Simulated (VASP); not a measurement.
Input:

```
WSb
1.0
    0.00000     3.25080     3.25080
    3.25080     0.00000     3.25080
    3.25080     3.25080     0.00000
W Sb
1 1
Direct
  0.00000   0.00000   0.00000
  0.50000   0.50000   0.50000
```

Computed with PBEsol GGA, VASP's PBE PAW potentials (set 64) (plane waves; VASP). Run with 400 eV cut-off, 9×9×9 Γ-centred mesh, first-order Methfessel-Paxton smearing of 0.10 eV, potentials W_sv Sb.

Energy and stress use the plane-wave basis of the starting cell.

Q: The ions, cell shape and volume are relaxed. Predict the relaxed structure.

A: 
```
WSb
1.0
    0.00000     2.74092     2.74092
    2.74092     0.00000     2.74092
    2.74092     2.74092     0.00000
W Sb
1 1
Direct
  0.00000   0.00000   0.00000
  0.50000   0.50000   0.50000
```
Space group Fm-3m (225), at a tolerance of 0.03 Å.

Q: How do energy and volume change from the first to the last step?

A: The energy (σ→0) changes by -1551.8 meV/atom and the volume by -40.1 %, in 7 ionic steps.

```csv
step,E(σ→0) (eV),max force (eV/Å),pressure (GPa),volume (Å³)
1,-12.5614,0.000,-21.75,68.71
2,-14.1795,0.000,65.20,31.99
3,-15.6561,0.000,-2.99,42.10
4,-15.6640,0.000,-1.00,41.48
5,-15.6648,0.000,0.57,41.02
6,-15.6643,0.000,-0.83,41.43
7,-15.6650,0.000,0.00,41.18
```

The structure was generated: WSb was put into the rock salt type (Fm-3m), which need not be its known phase. This run relaxes it. Symmetry was kept, so distortions that lower it aren't found. The electron count is odd and the run is not spin-polarised, which forces a metal.
